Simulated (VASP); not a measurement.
Given:

```xyz
1
Lattice="-1.6380 1.6380 1.6380 1.6380 -1.6380 1.6380 1.6380 1.6380 -1.6380" Properties=species:S:1:pos:R:3 pbc="T T T"
Nb     0.0000     0.0000     0.0000
```

Method: PBE GGA, VASP's PBE PAW potentials (set 64) (plane waves; VASP 6.6.1). Numerical set-up: 520 eV cut-off, 15×15×15 Γ-centred mesh, first-order Methfessel-Paxton smearing of 0.10 eV, potentials Nb_sv.

Q: Predict the energy per atom (σ→0), pressure, band gap (on the k-mesh) with the smallest direct gap where there is one.

A: 
The band gap (on the k-mesh) comes out as none (metal, semimetal or under 0.01 eV) and the energy per atom (σ→0) comes out as -10.205 eV/atom. The pressure is 5.59 GPa.

Total energies compare only between runs with the same potentials, cut-off and functional.

The compound is Nb in the bcc structure. This cell is one point of a volume scan, at 0.97 of the reference volume.
